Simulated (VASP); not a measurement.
Given:

```
CdS
1.0
    2.07340    -3.59123     0.00000
    2.07340     3.59123     0.00000
    0.00000     0.00000     6.73901
Cd S
2 2
Direct
  0.66667   0.33333   0.50001
  0.33333   0.66667   0.00001
  0.66667   0.33333   0.87699
  0.33333   0.66667   0.37699
```

Computed with AM05 GGA, VASP's PBE PAW potentials (set 64) (plane waves; VASP). Settings: 520 eV cut-off, 7×7×4 Γ-centred mesh, tetrahedra with Blöchl corrections, potentials Cd S.

Q: Estimate the energy per atom (σ→0).

A: 
```yaml
energy per atom (σ→0): -3.175 eV/atom
```

Only differences to runs with the same potentials and settings are physical.

The compound is CdS in the wurtzite structure. It was relaxed first.
